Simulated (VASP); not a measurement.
# Driving VASP from ASE on WC, part 4 of 4

Do ASE scripts that read WC from different structure formats give one answer, and do several routes find one equilibrium volume? All runs use LDA. Left out of this account: 1 further run (self-consistent run: a reference on another mesh). The start is a computed cell from the Materials Project.

VASP 6.6.1; LDA; plane waves and PAW (W, C).

So far. Step 4 (Full relaxation (LDA, through ASE)): It ends with forces that vanish by symmetry and a pressure of -0.10 GPa. Step 5 (Energy against volume, from ASE (LDA)): The fitted volume lies -0.01 % from the relaxed one.

### Step 6. BFGS in ASE (LDA) (continued)

OUTCAR, selected parts (step 6):

```text
   ENCUT  =  520.0 eV  38.22 Ry    6.18 a.u.   5.69  5.69  5.69*2*pi/ulx,y,z

   NELECT =      10.0000    total number of electrons

 E-fermi :  10.1488

 k-point     1 :       0.0000    0.0000    0.0000
  band No.  band energies     occupation
    ...
      5       9.1240      2.00000
      6       9.1240      2.00000
      7       9.1388      2.00000
      8       9.1388      2.00000
      9       9.1388      2.00000
     10      17.2924      0.00000
     11      20.2478      0.00000

  Total       -0.0010715     -0.0010715     -0.0010715     -0.0000000     -0.0000000      0.0000000
  in kB       -0.0847513     -0.0847513     -0.0847513     -0.0000000     -0.0000000      0.0000000
  external PRESSURE =      -0.0847513 kB  Pullay stress =       0.0000000 kB

 POSITION                                       TOTAL-FORCE (eV/Angst)
 -----------------------------------------------------------------------------------
      0.00000      0.00000      0.00000         0.000000     -0.000000      0.000000
      2.16357      2.16357      2.16357        -0.000000      0.000000     -0.000000
 -----------------------------------------------------------------------------------
    total drift:                                0.000000     -0.000000      0.000000

  FREE ENERGIE OF THE ION-ELECTRON SYSTEM (eV)
  ---------------------------------------------------
  free  energy   TOTEN  =       -23.8997876626 eV

  energy  without entropy=      -23.8914234581  energy(sigma->0) =      -23.89560556

[... 4 parts as in an earlier step ...]

[... 12 further parts left out ...]
```

Numbers from this step:

| Property | Result |
| --- | --- |
| optimizer steps | 3 |
| volume after bfgs | 10.13 Å³/atom |

### Step 7. The runs together

| run | atoms | mesh | energy (eV/atom) | pressure (GPa) |
| --- | --- | --- | --- | --- |
| ASE, structure read from a POSCAR | 2 | 15×15×15 | -11.92741 | -15.338 |
| ASE, structure read from a CIF with its space group | 8 | 5×5×5 | -11.92341 | -15.356 |

### Step 8. A single point (LDA, through ASE), changed input

This run is made with a changed input; what comes of it follows.

run.py reads:

```python
import numpy as np
from ase.calculators.vasp import Vasp
from ase import Atoms
from ase.dft.bandgap import bandgap

atoms = Atoms(['W', 'C'],
              cell=[[0.0, 2.192684, 2.192684], [2.192684, 0.0, 2.192684], [2.192684, 2.192684, 0.0]],
              scaled_positions=[[0.0, 0.0, 0.0], [0.5, 0.5, 0.5]],
              pbc=True)

calc = Vasp(
    xc='lda',
    pp='LDA',
    prec='Accurate',
    encut=520,
    ediff=1e-06,
    nelm=3,
    ismear=-1,
    sigma=0.05,
    lreal=False,
    algo='Normal',
    nbands=11,
    lasph=True,
    lorbit=11,
    lwave=False,
    lcharg=False,
    kpar=2,
    isif=2,
    pp_version='64',
    setups={'W': '', 'C': ''},
    kpts=(15, 15, 15),
    gamma=True,
    txt='vasp.out',
)
atoms.calc = calc

print("energy (eV):", round(atoms.get_potential_energy(), 6))
print("Fermi level (eV):", round(calc.get_fermi_level(), 4))
print("forces (eV/A):")
print(np.round(atoms.get_forces(), 4))
print("stress (GPa, Voigt, tension positive):", np.round(atoms.get_stress() * 160.21766, 3))
gap, p1, p2 = bandgap(calc, direct=False)
print("gap on the mesh (eV):", round(gap, 4))
```

Potentials, in the order of the species: W and C (LDA family, release 64).

Run with:

```bash
> export ASE_VASP_COMMAND="mpirun -np 2 vasp_std"
> python run.py
```

Output:

```text
energy (eV): -27.410046
Fermi level (eV): 10.2684
forces (eV/A):
[[ 0.  0.  0.]
 [ 0.  0. -0.]]
stress (GPa, Voigt, tension positive): [-5.205 -5.205 -5.205  0.    -0.     0.   ]
gap on the mesh (eV): 0.0
```

Wall time 5.6 s (2 MPI ranks of AMD EPYC 7R43, shared host); peak memory 0.23 GiB.

The INCAR that ASE wrote:

```
ENCUT = 520.000000
SIGMA = 0.050000
EDIFF = 1.00e-06
ALGO = Normal
PREC = Accurate
ISIF = 2
ISMEAR = -1
KPAR = 2
LORBIT = 11
NBANDS = 11
NELM = 3
LASPH = .TRUE.
LCHARG = .FALSE.
LWAVE = .FALSE.
LREAL = .FALSE.
```

ASE turned this into the KPOINTS:

```
KPOINTS created by Atomic Simulation Environment
0
Gamma
15 15 15
0 0 0
```

vasp.out:

```text
[... set-up lines as in an earlier step ...]
 entering main loop
       N       E                     dE             d eps       ncg     rms          rms(c)
[... 3 cycles as in an earlier step ...]
 -----------------------------------------------------------------------------
|                                                                             |
|           W    W    AA    RRRRR   N    N  II  N    N   GGGG   !!!           |
|           W    W   A  A   R    R  NN   N  II  NN   N  G    G  !!!           |
|           W    W  A    A  R    R  N N  N  II  N N  N  G       !!!           |
|           W WW W  AAAAAA  RRRRR   N  N N  II  N  N N  G  GGG   !            |
|           WW  WW  A    A  R   R   N   NN  II  N   NN  G    G                |
|           W    W  A    A  R    R  N    N  II  N    N   GGGG   !!!           |
|                                                                             |
|     The electronic self-consistency was not achieved in the given           |
|     number of steps (NELM). The forces and other quantities evaluated       |
|     might not be reliable so examine the results carefully. If you find     |
|     spurious results, we suggest increasing NELM, if you were close to      |
|     convergence or switching to a different ALGO or adjusting the           |
|     density mixing parameters otherwise.                                    |
|                                                                             |
 -----------------------------------------------------------------------------

   1 F= -.27413295E+02 E0= -.27410046E+02  d E =-.649710E-02
```

Parts of OUTCAR (step 8):

```text
 k-point     1 :       0.0000    0.0000    0.0000
  band No.  band energies     occupation
    ...
      5       7.9800      2.00000
      6       7.9801      2.00000
      7       7.9805      2.00000
      8       9.8607      1.99942
      9       9.8613      1.99942
     10      15.0266      0.00000
     11      19.7324      0.00000

  Total        0.6849321      0.6849321      0.6849321      0.0000000      0.0000000      0.0000000
  in kB       52.0475112     52.0475112     52.0475112      0.0000000      0.0000000      0.0000000
  external PRESSURE =      52.0475112 kB  Pullay stress =       0.0000000 kB

 POSITION                                       TOTAL-FORCE (eV/Angst)
 -----------------------------------------------------------------------------------
      0.00000      0.00000      0.00000         0.000000      0.000000      0.000000
      2.19268      2.19268      2.19268         0.000000      0.000000     -0.000000
 -----------------------------------------------------------------------------------
    total drift:                               -0.000000     -0.000000      0.000000

  FREE ENERGIE OF THE ION-ELECTRON SYSTEM (eV)
  ---------------------------------------------------
  free  energy   TOTEN  =       -27.4132945315 eV

  energy  without entropy=      -27.4067974292  energy(sigma->0) =      -27.41004598

[... 8 parts as in an earlier step ...]

[... 11 further parts left out ...]
[key lines of the parts left out:]
E-fermi :  10.2684
```

EDIFF was not reached within NELM cycles, so the run counts as unconverged.

The fault in the input: too few electronic steps (NELM = "3"). Raise NELM, or leave it at its default of 60.

### Step 9. What came out

- energy, ASE, structure read from a POSCAR: -11.92741 eV/atom
- energy, ASE, structure read from a CIF with its space group: -11.92341 eV/atom
- volume from VASP's own relaxation: 10.13 Å³/atom
- volume from the fit of the ASE volume loop: 10.13 Å³/atom
- volume from BFGS in ASE: 10.13 Å³/atom

In words: With the structure read from a CIF with its space group, ASE's run differs from the first script by +4.0 meV an atom, on the larger cell and its own mesh. The routes to the equilibrium volume agree within 0.02 %. VASP's relaxation keeps the plane waves of its start, while ASE starts VASP afresh at each cell, and a loop at fixed shape can't relax anything but the volume.

[Lines on the potential files, build, host, timing and source positions are cut from VASP's logs without a mark.]

[Logs are printed without paths, hosts, clocks, repeated set-up lines and the standing remarks that a program may print on its own settings, such as how far it seeks lower states.]

[Hosts, paths, dates, database ids (printed as entryN), source tags and the programs' standing remarks are cut or masked in the printed files.]

[A measured line is paired with the nearest computed mode of its activity, which favours agreement.]
